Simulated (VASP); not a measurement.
A convergence study with VASP on WSi$_{2}$ (MoSi2 type): one setting is varied, all else stays as given below, so the limit is that of these other settings.

```
CELL_PARAMETERS angstrom
     -1.60500     1.60500     3.91500
      1.60500    -1.60500     3.91500
      1.60500     1.60500    -3.91500
ATOMIC_POSITIONS crystal
  Si 0.66500 0.66500 0.00000
  Si 0.33500 0.33500 0.00000
  W  0.00000 0.00000 0.00000
```

These are PBE GGA, VASP's PBE PAW potentials (set 64) (plane waves; VASP 6.6.1) values and carry that method's errors. The tightest run used: 550 eV cut-off, 23×23×23 Γ-centred mesh, first-order Methfessel-Paxton smearing of 0.10 eV, potentials Si W_sv.

```
setting        E (eV/atom)  pressure (GPa)  largest force (eV/Å)  irreducible k-points
-------------  -----------  --------------  --------------------  --------------------
1×1×1 mesh         -5.3653           32.09                 0.175                     1
2×2×2 mesh         -8.1204            5.78                 0.509                     4
3×3×3 mesh         -8.1300            6.84                 0.584                     6
4×4×4 mesh         -8.2538            4.83                 0.340                    13
5×5×5 mesh         -8.2620            3.98                 0.165                    18
6×6×6 mesh         -8.2704            3.86                 0.135                    30
7×7×7 mesh         -8.2688            3.97                 0.094                    40
8×8×8 mesh         -8.2690            3.95                 0.068                    59
9×9×9 mesh         -8.2678            4.00                 0.107                    75
10×10×10 mesh      -8.2675            4.00                 0.082                   102
11×11×11 mesh      -8.2680            3.97                 0.134                   126
```

Question: These are the cheaper rows. Estimate the results at 23×23×23 mesh, and how far the last row shown lies from them.

Answer: 
```json
[
 {"quantity": "E (eV/atom)", "tightest run": "-8.2686", "last row shown is off by": "0.0006"},
 {"quantity": "pressure (GPa)", "tightest run": "3.98", "last row shown is off by": "0.00"},
 {"quantity": "largest force (eV/Å)", "tightest run": "0.115", "last row shown is off by": "0.019"}
]
```

Left out are rungs that failed or repeat a setting and relaxations that didn't move; long series are thinned to 24 rows.

The compound is WSi2 in the MoSi2 type structure. The cell was not relaxed at this level, forces remain on its atoms.
